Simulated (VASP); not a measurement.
Consider the following.

```xyz
3
Lattice="1.4715 -2.5487 0.0000 1.4715 2.5487 0.0000 0.0000 0.0000 3.2483" Properties=species:S:1:pos:R:3 pbc="T T T"
Mg     0.0000     0.0000     0.0000
B      1.4715     0.8496     1.6242
B      1.4715    -0.8496     1.6242
```

Method: PBEsol GGA, VASP's PBE PAW potentials (set 64) (plane waves; VASP 6.6.1). Numerical set-up: 620 eV cut-off, 12×12×9 Γ-centred mesh, first-order Methfessel-Paxton smearing of 0.10 eV, potentials Mg B.

Energy and stress use the plane-wave basis of the starting cell.

The ions, cell shape and volume at an external pressure of 45.0 GPa are relaxed. What does this cell relax into?

```xyz
3
Lattice="1.4507 -2.5127 0.0000 1.4507 2.5127 0.0000 0.0000 0.0000 3.1650" Properties=species:S:1:pos:R:3 pbc="T T T"
Mg     0.0000     0.0000     0.0000
B      1.4507     0.8376     1.5825
B      1.4507    -0.8376     1.5825
```
Space group P6/mmm (191), at a tolerance of 0.03 Å.

How do energy and volume change from the first to the last step?

The energy (σ→0) changes by +100.4 meV/atom and the volume by -5.3 %, in 6 ionic steps.

The compound is MgB2 in the AlB2 type structure. This run relaxes it under an external pressure of 45 GPa. Symmetry was kept, so distortions that lower it aren't found.
